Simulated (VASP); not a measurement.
Consider the following.

```
AuBe5
1.0
    0.00000     3.03760     3.03760
    3.03760     0.00000     3.03760
    3.03760     3.03760     0.00000
Be Au
5 1
Cartesian
  1.51880   1.51880   1.51880
  3.79563   3.79563   3.79563
  3.79563   2.27958   2.27958
  2.27958   3.79563   2.27958
  2.27958   2.27958   3.79563
  6.07520   6.07520   6.07520
```

Calculation: PBEsol GGA, VASP's PBE PAW potentials (set 64) (plane waves; VASP 6.6.1). Run with 400 eV cut-off, 10×10×10 Γ-centred mesh, tetrahedra with Blöchl corrections, potentials Be Au.

The cores are frozen, which limits the accuracy of field gradients.

### Question
Give the principal components of the electric field gradient (V/Å²) and the asymmetry η at each nucleus.

### Answer

```
atom  Vxx  Vyy   Vzz     η
----  ---  ---  ----  ----
Be1   0.0  0.0   0.0     -
Be2   3.1  3.1  -6.1  0.00
Be3   3.1  3.1  -6.1  0.00
Be4   3.1  3.1  -6.1  0.00
Be5   3.1  3.1  -6.1  0.00
Au6   0.0  0.0   0.0     -
```

The compound is Be5Au in the sg216 structure. It was relaxed first.
